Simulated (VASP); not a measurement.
Input for VASP

### INCAR
```
! general
SYSTEM   =  ZnF2
PREC     =  Accurate
ENCUT    =  520
LREAL    =  .False.
LASPH    =  .True.

! electronic loop
EDIFF    =  1E-7
NELM     =  100
ALGO     =  Normal
LMAXMIX  =  4

! smearing
ISMEAR   =  -5

! functional
GGA      =  PS

! ions
ISIF     =  2

! output
LWAVE    =  .False.
LCHARG   =  .True.
LORBIT   =  11
NEDOS    =  601
```

POSCAR:
```
ZnF2
1.0
  4.7200633615   0.0000000000   0.0000000000
  0.0000000000   4.7200633615   0.0000000000
  0.0000000000   0.0000000000   3.1400927636
Zn F
2 4
Cartesian
  0.0000000000   0.0000000000   0.0000000000
  2.3600316808   2.3600316808   1.5700463818
  1.4329497129   1.4329497129   0.0000000000
  3.7929813936   0.9270819679   1.5700463818
  0.9270819679   3.7929813936   1.5700463818
  3.2871136486   3.2871136486   0.0000000000
```

KPOINTS:
```
Automatic mesh
0
Gamma
5 5 8
0 0 0
```

POTCAR, in this order: Zn F (PBE.64 set). Program: vasp_std.

Problem. Translate this PBEsol calculation to Ansatz.

Solution. One equivalent input (not run):
Ansatz 0.2 input:
```yaml
crystal:
  lattice:
    - [4.7200634, 0.0000000, 0.0000000]
    - [0.0000000, 4.7200634, 0.0000000]
    - [0.0000000, 0.0000000, 3.1400928]
  atoms:
    - { symbol: Zn, position: [0.0000000, 0.0000000, 0.0000000] }
    - { symbol: Zn, position: [0.5000000, 0.5000000, 0.5000000] }
    - { symbol: F, position: [0.3035870, 0.3035870, 0.0000000] }
    - { symbol: F, position: [0.8035870, 0.1964130, 0.5000000] }
    - { symbol: F, position: [0.1964130, 0.8035870, 0.5000000] }
    - { symbol: F, position: [0.6964130, 0.6964130, 0.0000000] }
kpoints:
  mp_grid: { grid: [5, 5, 8] }
hamiltonian:
  xc: pbesol
  pseudopotentials: { kind: paw }
scf:
  occupations: { method: tetrahedron }
  max_iter: 100
output: { forces: true, stress: true, eigenvalues: true }
```
Limits of the translation: each code has its own PAW files, so the cut-off isn't converted (ENCUT is set for VASP's; basis.ecutwfc is left out, and Ansatz then takes the one that its files recommend); Ansatz stops its SCF on the density residual and VASP on the energy change (EDIFF).

The compound is ZnF2 in the rutile structure. It was relaxed first.
